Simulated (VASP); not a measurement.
Computed with PBE GGA with D3 dispersion (Becke-Johnson damping), VASP's PBE PAW potentials (set 64) (plane waves; VASP).

VASP ran on this input.

**INCAR**
```
SYSTEM = Ca
PREC = Accurate; ENCUT = 520; LREAL = F
LASPH = T
EDIFF = 1E-7; NELM = 100; ALGO = Normal
ISMEAR = -5
GGA = PE; IVDW = 12
ISIF = 2
LWAVE = F; LCHARG = T; LORBIT = 11
NEDOS = 601
```

File POSCAR:
```
Ca
1
   -0.0000000000     2.7178743437     2.7178743437
    2.7178743437     0.0000000000     2.7178743437
    2.7178743437     2.7178743437     0.0000000000
Ca
1
Direct
  0.0000000000   1.0000000000   0.0000000000
```

KPOINTS:
```
kpoints
0
Gamma
 13 13 13
```

POTCAR, in this order: Ca_sv (PBE.64 set). Program: vasp_std.

What VASP printed:

OSZICAR:
```
       N       E                     dE             d eps       ncg     rms          rms(c)
DAV:   1     0.650332424986E+02    0.65033E+02   -0.51706E+03  1512   0.101E+03
DAV:   2    -0.536433395175E+00   -0.65570E+02   -0.65385E+02  1554   0.234E+02
DAV:   3    -0.189505564174E+01   -0.13586E+01   -0.13511E+01  2365   0.345E+01
DAV:   4    -0.193618772898E+01   -0.41132E-01   -0.41162E-01  2221   0.480E+00
DAV:   5    -0.193691527950E+01   -0.72755E-03   -0.72728E-03  2447   0.413E-01    0.217E+00
DAV:   6    -0.192683305624E+01    0.10082E-01   -0.13430E-02  1932   0.143E+00    0.133E+00
DAV:   7    -0.192383494948E+01    0.29981E-02   -0.18198E-02  1919   0.185E+00    0.107E-01
DAV:   8    -0.192325326322E+01    0.58169E-03   -0.23492E-03  1828   0.514E-01    0.211E-02
DAV:   9    -0.192325574356E+01   -0.24803E-05   -0.11028E-04  2279   0.900E-02    0.549E-03
DAV:  10    -0.192325937529E+01   -0.36317E-05   -0.60164E-06  2110   0.260E-02    0.843E-04
DAV:  11    -0.192325869685E+01    0.67844E-06   -0.29985E-07  2354   0.508E-03    0.491E-04
DAV:  12    -0.192325876335E+01   -0.66504E-07   -0.11959E-08  1048   0.996E-04
   1 F= -.21643256E+01 E0= -.21643256E+01  d E =0.000000E+00
```

### OUTCAR
```
------------------------ aborting loop because EDIFF is reached ----------------------------------------
 Edisp (eV)   -0.24107
  FORCE on cell =-STRESS in cart. coord.  units (eV):
  Direction    XX          YY          ZZ          XY          YZ          ZX
  --------------------------------------------------------------------------------------
  Total      -0.02752    -0.02752    -0.02752    -0.00000    -0.00000     0.00000
  in kB      -1.09798    -1.09798    -1.09798    -0.00000    -0.00000     0.00000
  external pressure =       -1.10 kB  Pullay stress =        0.00 kB
  volume of cell :       40.15
      direct lattice vectors                 reciprocal lattice vectors
     0.000000000  2.717874344  2.717874344    -0.183967298  0.183967298  0.183967298
     2.717874344  0.000000000  2.717874344     0.183967298 -0.183967298  0.183967298
     2.717874344  2.717874344  0.000000000     0.183967298  0.183967298 -0.183967298
 POSITION                                       TOTAL-FORCE (eV/Angst)
 -----------------------------------------------------------------------------------
      0.00000      0.00000      0.00000         0.000000      0.000000      0.000000
 -----------------------------------------------------------------------------------
    total drift:                               -0.000000     -0.000000     -0.000000
  FREE ENERGIE OF THE ION-ELECTRON SYSTEM (eV)
  ---------------------------------------------------
  free  energy   TOTEN  =        -2.1643255902 eV

  energy  without entropy=       -2.1643255902  energy(sigma->0) =       -2.16432559

 total charge

# of ion       s       p       d       tot
------------------------------------------
    1        2.087   5.832   0.173   8.092
```
(Selected blocks of OUTCAR.)

For a metal the tetrahedron method with Blöchl corrections gives inexact stress and forces.

The compound is Ca in the fcc structure. It was relaxed first, which changed the volume by -8 %.
